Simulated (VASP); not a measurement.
Level of theory: PBE GGA, VASP's PBE PAW potentials (set 64) (plane waves; VASP 6.6.1).

VASP ran on this input.

**INCAR**
```
! general
SYSTEM = Be
PREC   = Accurate
ENCUT  = 400
LREAL  = .False.
LASPH  = .True.

! electronic loop
EDIFF  = 1E-6
NELM   = 100
ALGO   = Normal

! smearing
ISMEAR = 1
SIGMA  = 0.1

! functional
GGA    = PE

! ions
IBRION = 2
NSW    = 60
ISIF   = 3
EDIFFG = -0.01

! output
LWAVE  = .False.
LCHARG = .False.
```

**POSCAR**
```
Be
1
    1.1333528341    -1.9630245222     0.0000000000
    1.1333528341     1.9630245222     0.0000000000
    0.0000000000     0.0000000000     3.5574884883
Be
2
Direct
  0.3333330000   0.6666670000   0.2500000000
  0.6666670000   0.3333330000   0.7500000000
```

### KPOINTS
```
Regular mesh
0
G
17 17 9
0 0 0
```

POTCAR, in this order: Be (PBE.64 set). Program: vasp_std.

Output of the run:

### OSZICAR
```
       N       E                     dE             d eps       ncg     rms          rms(c)
DAV:   1    -0.393556737130E+01   -0.39356E+01   -0.15579E+03  1998   0.446E+02
DAV:   2    -0.757258230439E+01   -0.36370E+01   -0.35102E+01  3126   0.514E+01
DAV:   3    -0.759262554898E+01   -0.20043E-01   -0.20024E-01  2598   0.357E+00
DAV:   4    -0.759264643443E+01   -0.20885E-04   -0.20886E-04  2946   0.101E-01
DAV:   5    -0.759264645062E+01   -0.16194E-07   -0.15710E-07  2538   0.139E-03    0.121E+00
DAV:   6    -0.754635572798E+01    0.46291E-01   -0.61596E-03  2328   0.114E+00    0.744E-01
DAV:   7    -0.752784634599E+01    0.18509E-01   -0.68021E-03  2274   0.119E+00    0.277E-02
DAV:   8    -0.752782455932E+01    0.21787E-04   -0.13307E-05  2946   0.427E-02    0.943E-03
DAV:   9    -0.752782367681E+01    0.88251E-06   -0.27561E-06  2484   0.207E-02
   1 F= -.75278237E+01 E0= -.75279015E+01  d E =-.752782E+01
```

**OUTCAR**
```
------------------------ aborting loop because EDIFF is reached ----------------------------------------
  FORCE on cell =-STRESS in cart. coord.  units (eV):
  Direction    XX          YY          ZZ          XY          YZ          ZX
  --------------------------------------------------------------------------------------
  Total        0.0134450      0.0134450     -0.0005919      0.0000000      0.0000000      0.0000000
  in kB        1.3608415      1.3608412     -0.0599065      0.0000000      0.0000000      0.0000000
  external PRESSURE =       0.8872588 kB  Pullay stress =       0.0000000 kB
  volume of cell :       15.83
      direct lattice vectors                 reciprocal lattice vectors
     1.133352834 -1.963024522  0.000000000     0.441168880 -0.254708993  0.000000000
     1.133352834  1.963024522  0.000000000     0.441168880  0.254708993  0.000000000
     0.000000000  0.000000000  3.557488488     0.000000000  0.000000000  0.281097185
 POSITION                                       TOTAL-FORCE (eV/Angst)
 -----------------------------------------------------------------------------------
      1.13335      0.65434      0.88937        -0.000000     -0.000000      0.000000
      1.13335     -0.65434      2.66812         0.000000      0.000000      0.000000
 -----------------------------------------------------------------------------------
    total drift:                                0.000000     -0.000003      0.000005
  FREE ENERGIE OF THE ION-ELECTRON SYSTEM (eV)
  ---------------------------------------------------
  free  energy   TOTEN  =        -7.5278236768 eV

  energy  without entropy=       -7.5280571398  energy(sigma->0) =       -7.52790150

 reached required accuracy - stopping structural energy minimisation
```
(Selected blocks of OUTCAR.)

The compound is Be in the hcp structure. It was relaxed first. The start is the result of an earlier pass.
